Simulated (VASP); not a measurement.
Calculation: r2SCAN meta-GGA, VASP's PBE PAW potentials (set 64) (plane waves; VASP).

Input for VASP

**POSCAR**
```
WS2
1
    1.5729433991    -2.7244178629    -0.0000000000
    1.5729433991     2.7244178629    -0.0000000000
    0.0000000000    -0.0000000000    12.3157635214
W S
2 4
Direct
  0.3333330000   0.6666670000   0.2500000000
  0.6666670000   0.3333330000   0.7500000000
  0.3333330000   0.6666670000   0.8774502583
  0.6666670000   0.3333330000   0.3774502583
  0.6666670000   0.3333330000   0.1225497417
  0.3333330000   0.6666670000   0.6225497417
```

INCAR:
```
SYSTEM = WS2
PREC = Accurate
ENCUT = 520
EDIFF = 1E-6
NELM = 100
ALGO = Normal
LREAL = .FALSE.
LASPH = .TRUE.
ISMEAR = 0
SIGMA = 0.05
METAGGA = R2SCAN
LMIXTAU = .TRUE.
LMAXMIX = 6
LWAVE = .FALSE.
LCHARG = .FALSE.
IBRION = 2
ISIF = 3
NSW = 60
EDIFFG = -0.02
```

**KPOINTS**
```
Automatic mesh
0
G
7 7 2
```

POTCAR, in this order: W_sv S (PBE.64 set). Program: vasp_std.

The resulting files:

File OSZICAR:
```
...
DAV:   2    -0.140134591626E+03    0.21769E-01   -0.11863E-01  1175   0.225E+00    0.525E-01
DAV:   3    -0.140132558383E+03    0.20332E-02   -0.11159E-02  1167   0.740E-01    0.399E-01
DAV:   4    -0.140131012140E+03    0.15462E-02   -0.29583E-03  1171   0.340E-01    0.198E-01
DAV:   5    -0.140131741506E+03   -0.72937E-03   -0.15624E-03  1138   0.323E-01    0.853E-02
DAV:   6    -0.140131878124E+03   -0.13662E-03   -0.49158E-04  1173   0.155E-01    0.472E-02
DAV:   7    -0.140131868809E+03    0.93145E-05   -0.48691E-05  1160   0.516E-02    0.149E-02
DAV:   8    -0.140131899182E+03   -0.30373E-04   -0.28693E-05  1192   0.425E-02    0.369E-03
DAV:   9    -0.140131895485E+03    0.36976E-05   -0.23675E-06   844   0.121E-02    0.229E-03
DAV:  10    -0.140131898180E+03   -0.26950E-05   -0.76012E-07   692   0.704E-03    0.103E-03
DAV:  11    -0.140131896009E+03    0.21711E-05   -0.41515E-07   608   0.524E-03    0.491E-04
DAV:  12    -0.140131897519E+03   -0.15110E-05   -0.12964E-07   573   0.275E-03    0.211E-04
DAV:  13    -0.140131897223E+03    0.29618E-06   -0.16669E-08   573   0.906E-04
   4 F= -.14013190E+03 E0= -.14013190E+03  d E =-.116525E-01
       N       E                     dE             d eps       ncg     rms          rms(c)
DAV:   1    -0.140132615559E+03   -0.71804E-03   -0.34155E-02  1069   0.126E+00    0.153E-01
DAV:   2    -0.140132192293E+03    0.42327E-03   -0.21009E-03  1168   0.297E-01    0.683E-02
DAV:   3    -0.140132167191E+03    0.25102E-04   -0.20506E-04  1167   0.102E-01    0.533E-02
DAV:   4    -0.140132138800E+03    0.28391E-04   -0.61684E-05  1157   0.488E-02    0.265E-02
DAV:   5    -0.140132166696E+03   -0.27896E-04   -0.19569E-05  1160   0.354E-02    0.107E-02
DAV:   6    -0.140132167600E+03   -0.90370E-06   -0.46374E-06   990   0.161E-02
   5 F= -.14013217E+03 E0= -.14013217E+03  d E =-.119229E-01
       N       E                     dE             d eps       ncg     rms          rms(c)
DAV:   1    -0.140153319909E+03   -0.21153E-01   -0.89518E-01   992   0.619E+00    0.100E+00
DAV:   2    -0.140140141262E+03    0.13179E-01   -0.99048E-02  1117   0.214E+00    0.594E-01
DAV:   3    -0.140139873042E+03    0.26822E-03   -0.46270E-03  1186   0.427E-01    0.308E-01
DAV:   4    -0.140138971018E+03    0.90202E-03   -0.19813E-03  1187   0.207E-01    0.132E-01
DAV:   5    -0.140139036164E+03   -0.65146E-04   -0.52766E-04  1164   0.163E-01    0.771E-02
DAV:   6    -0.140139107714E+03   -0.71551E-04   -0.19057E-04  1108   0.102E-01    0.294E-02
DAV:   7    -0.140139127044E+03   -0.19329E-04   -0.10281E-04  1137   0.778E-02    0.102E-02
DAV:   8    -0.140139143656E+03   -0.16613E-04   -0.16703E-05  1170   0.318E-02    0.768E-03
DAV:   9    -0.140139145021E+03   -0.13650E-05   -0.13293E-06   692   0.761E-03    0.387E-03
DAV:  10    -0.140139145022E+03   -0.10632E-08   -0.94956E-07   559   0.566E-03
   6 F= -.14013915E+03 E0= -.14013915E+03  d E =-.697742E-02
       N       E                     dE             d eps       ncg     rms          rms(c)
DAV:   1    -0.140277596485E+03   -0.13845E+00   -0.79917E+00   992   0.185E+01    0.315E+00
DAV:   2    -0.140164401933E+03    0.11319E+00   -0.90167E-01  1117   0.649E+00    0.181E+00
DAV:   3    -0.140160477000E+03    0.39249E-02   -0.43134E-02  1193   0.129E+00    0.978E-01
DAV:   4    -0.140152197155E+03    0.82798E-02   -0.18090E-02  1173   0.617E-01    0.423E-01
DAV:   5    -0.140152624362E+03   -0.42721E-03   -0.52565E-03  1164   0.497E-01    0.226E-01
DAV:   6    -0.140153545447E+03   -0.92109E-03   -0.14777E-03  1114   0.287E-01    0.912E-02
DAV:   7    -0.140153630831E+03   -0.85384E-04   -0.10425E-03  1137   0.246E-01    0.361E-02
DAV:   8    -0.140153879939E+03   -0.24911E-03   -0.23102E-04  1106   0.119E-01    0.222E-02
DAV:   9    -0.140153885062E+03   -0.51229E-05   -0.10817E-05  1197   0.190E-02    0.177E-02
DAV:  10    -0.140153892929E+03   -0.78669E-05   -0.12493E-05  1117   0.257E-02    0.361E-03
DAV:  11    -0.140153892503E+03    0.42630E-06   -0.20662E-06   767   0.111E-02
   7 F= -.14015389E+03 E0= -.14015389E+03  d E =-.217249E-01
       N       E                     dE             d eps       ncg     rms          rms(c)
DAV:   1    -0.140626117611E+03   -0.47222E+00   -0.31326E+01   992   0.367E+01    0.677E+00
DAV:   2    -0.140213087379E+03    0.41303E+00   -0.36354E+00  1133   0.131E+01    0.370E+00
DAV:   3    -0.140189208690E+03    0.23879E-01   -0.17774E-01  1193   0.256E+00    0.212E+00
DAV:   4    -0.140155477573E+03    0.33731E-01   -0.68603E-02  1195   0.118E+00    0.971E-01
DAV:   5    -0.140155746022E+03   -0.26845E-03   -0.25739E-02  1132   0.103E+00    0.447E-01
DAV:   6    -0.140160054465E+03   -0.43084E-02   -0.50663E-03  1104   0.521E-01    0.195E-01
DAV:   7    -0.140160453630E+03   -0.39916E-03   -0.49885E-03  1074   0.540E-01    0.882E-02
DAV:   8    -0.140162087207E+03   -0.16336E-02   -0.14078E-03  1083   0.301E-01    0.431E-02
DAV:   9    -0.140162104114E+03   -0.16907E-04   -0.53178E-05  1288   0.427E-02    0.301E-02
DAV:  10    -0.140162160745E+03   -0.56631E-04   -0.79626E-05  1034   0.650E-02    0.168E-02
DAV:  11    -0.140162167113E+03   -0.63676E-05   -0.14582E-05  1111   0.286E-02    0.890E-03
DAV:  12    -0.140162178013E+03   -0.10901E-04   -0.45258E-06   948   0.164E-02    0.974E-03
DAV:  13    -0.140162178137E+03   -0.12357E-06   -0.74100E-07   665   0.664E-03
   8 F= -.14016218E+03 E0= -.14016218E+03  d E =-.300105E-01
       N       E                     dE             d eps       ncg     rms          rms(c)
DAV:   1    -0.140295512371E+03   -0.13333E+00   -0.38891E+00  1078   0.168E+01    0.363E+00
DAV:   2    -0.140171817487E+03    0.12369E+00   -0.66045E-01  1166   0.572E+00    0.163E+00
DAV:   3    -0.140159860800E+03    0.11957E-01   -0.48420E-02  1122   0.121E+00    0.503E-01
DAV:   4    -0.140153126581E+03    0.67342E-02   -0.13611E-02  1120   0.644E-01    0.313E-01
DAV:   5    -0.140156748552E+03   -0.36220E-02   -0.27707E-03  1119   0.426E-01    0.212E-01
DAV:   6    -0.140158462258E+03   -0.17137E-02   -0.30402E-03  1044   0.379E-01    0.641E-02
DAV:   7    -0.140159248340E+03   -0.78608E-03   -0.11245E-03  1000   0.271E-01    0.293E-02
DAV:   8    -0.140159581184E+03   -0.33284E-03   -0.22451E-04  1034   0.126E-01    0.137E-02
DAV:   9    -0.140159607607E+03   -0.26423E-04   -0.25970E-05  1188   0.388E-02    0.469E-03
DAV:  10    -0.140159611333E+03   -0.37266E-05   -0.50447E-06   983   0.191E-02    0.219E-03
DAV:  11    -0.140159615795E+03   -0.44614E-05   -0.14052E-06   701   0.106E-02    0.116E-03
DAV:  12    -0.140159614630E+03    0.11652E-05   -0.16786E-07   573   0.310E-03    0.497E-04
DAV:  13    -0.140159615636E+03   -0.10060E-05   -0.10158E-07   524   0.298E-03    0.219E-04
DAV:  14    -0.140159615198E+03    0.43710E-06   -0.26141E-08   517   0.128E-03
   9 F= -.14015962E+03 E0= -.14015962E+03  d E =0.256294E-02
       N       E                     dE             d eps       ncg     rms          rms(c)
DAV:   1    -0.140213137915E+03   -0.53522E-01   -0.14020E+00  1085   0.100E+01    0.220E+00
DAV:   2    -0.140164105444E+03    0.49032E-01   -0.22658E-01  1151   0.337E+00    0.960E-01
DAV:   3    -0.140164029858E+03    0.75586E-04   -0.16305E-02  1094   0.757E-01    0.288E-01
DAV:   4    -0.140160936049E+03    0.30938E-02   -0.43817E-03  1111   0.392E-01    0.198E-01
DAV:   5    -0.140162983964E+03   -0.20479E-02   -0.10324E-03  1055   0.282E-01    0.129E-01
DAV:   6    -0.140163718002E+03   -0.73404E-03   -0.13192E-03   992   0.264E-01    0.256E-02
DAV:   7    -0.140163979389E+03   -0.26139E-03   -0.33986E-04  1006   0.151E-01    0.165E-02
DAV:   8    -0.140164077758E+03   -0.98370E-04   -0.54593E-05  1055   0.638E-02    0.769E-03
DAV:   9    -0.140164081483E+03   -0.37249E-05   -0.10478E-05  1025   0.251E-02    0.275E-03
DAV:  10    -0.140164084279E+03   -0.27957E-05   -0.22807E-06   841   0.134E-02    0.159E-03
DAV:  11    -0.140164084120E+03    0.15916E-06   -0.56263E-07   608   0.646E-03
  10 F= -.14016408E+03 E0= -.14016408E+03  d E =-.190598E-02
```

**OUTCAR**
```
------------------------ aborting loop because EDIFF is reached ----------------------------------------
  FORCE on cell =-STRESS in cart. coord.  units (eV):
  Direction    XX          YY          ZZ          XY          YZ          ZX
  --------------------------------------------------------------------------------------
  Total        0.0992482      0.0992482     -0.0951473      0.0000000      0.0000000     -0.0000000
  in kB        1.3915831      1.3915831     -1.3340829      0.0000000      0.0000000     -0.0000000
  external PRESSURE =       0.4830278 kB  Pullay stress =       0.0000000 kB
  volume of cell :      114.27
      direct lattice vectors                 reciprocal lattice vectors
     1.590672646 -2.755125819  0.000000000     0.314332431 -0.181479915 -0.000000000
     1.590672646  2.755125819 -0.000000000     0.314332431  0.181479915 -0.000000000
     0.000000000  0.000000000 13.036824637    -0.000000000  0.000000000  0.076705795
 POSITION                                       TOTAL-FORCE (eV/Angst)
 -----------------------------------------------------------------------------------
      1.59067      0.91838      3.25921         0.000000     -0.000000      0.000000
      1.59067     -0.91838      9.77762         0.000000      0.000000      0.000000
      1.59067      0.91838     11.33861        -0.000000     -0.000000     -0.012209
      1.59067     -0.91838      4.82020        -0.000000      0.000000     -0.012209
      1.59067     -0.91838      1.69821        -0.000000      0.000000      0.012209
      1.59067      0.91838      8.21662         0.000000     -0.000000      0.012209
 -----------------------------------------------------------------------------------
    total drift:                               -0.000162      0.001166     -0.000035
  FREE ENERGIE OF THE ION-ELECTRON SYSTEM (eV)
  ---------------------------------------------------
  free  energy   TOTEN  =      -140.1640841196 eV

  energy  without entropy=     -140.1640841196  energy(sigma->0) =     -140.16408412

 reached required accuracy - stopping structural energy minimisation
```
(Selected blocks of OUTCAR.)

### CONTCAR
```
WS2
   1.00000000000000
     1.5906726464862688   -2.7551258194350590    0.0000000000000000
     1.5906726464862688    2.7551258194350590   -0.0000000000000000
     0.0000000000000000    0.0000000000000000   13.0368246372873635
  W               S
     2     4
Direct
     0.3333330000000032    0.6666669999999968    0.2500000000000000
     0.6666669999999968    0.3333330000000032    0.7500000000000000
     0.3333330000000032    0.6666669999999968    0.8697373860020857
     0.6666669999999968    0.3333330000000032    0.3697373860020859
     0.6666669999999968    0.3333330000000032    0.1302626139979142
     0.3333330000000032    0.6666669999999968    0.6302626139979143
```

**OUTCAR**
```
 val. band max:        6.3363707116   @ k =   0.0000   0.0000   0.0000

 cond. band min:       7.7802013397   @ k =   0.1429   0.1429   0.0000


 Fermi energy:         6.5944183052

 k-point     1 :       0.0000    0.0000    0.0000
  band No.  band energies     occupation
      1     -70.1532      2.00000
      2     -70.1532      2.00000
      3     -33.7395      2.00000
      4     -33.7395      2.00000
      5     -33.5862      2.00000
      6     -33.5862      2.00000
      7     -33.5862      2.00000
      8     -33.5862      2.00000
      9      -9.7324      2.00000
     10      -9.6232      2.00000
     11      -8.0566      2.00000
     12      -7.8404      2.00000
     13      -1.1593      2.00000
     14      -0.5138      2.00000
     15       2.7578      2.00000
     16       2.7578      2.00000
     17       2.7642      2.00000
     18       2.7642      2.00000
     19       2.8478      2.00000
     20       4.0322      2.00000
     21       4.0323      2.00000
     22       4.0552      2.00000
     23       4.0553      2.00000
     24       4.4545      2.00000
     25       5.4145      2.00000
     26       6.3364      2.00000
     27       8.8842      0.00000
     28       8.8843      0.00000
     29       8.8899      0.00000
     30       8.8899      0.00000
     31       8.9944      0.00000

 k-point     2 :       0.1429    0.0000    0.0000
  band No.  band energies     occupation
      1     -70.1496      2.00000
      2     -70.1495      2.00000
      3     -33.7269      2.00000
      4     -33.7269      2.00000
      5     -33.6549      2.00000
      6     -33.6549      2.00000
      7     -33.6022      2.00000
      8     -33.6022      2.00000
      9      -9.3908      2.00000
     10      -9.2823      2.00000
     11      -7.9250      2.00000
     12      -7.7286      2.00000
     13      -0.7609      2.00000
     14      -0.1208      2.00000
     15       1.9652      2.00000
     16       1.9868      2.00000
     17       2.2713      2.00000
...
```

Energy and stress use the plane-wave basis of the starting cell. Unless said otherwise, spin-orbit coupling is left out, though it shifts the bands of the heavy elements here.

The compound is WS2 in the 2H layered structure. This run relaxes it. Symmetry was kept, so distortions that lower it aren't found. The start is the result of an earlier pass.
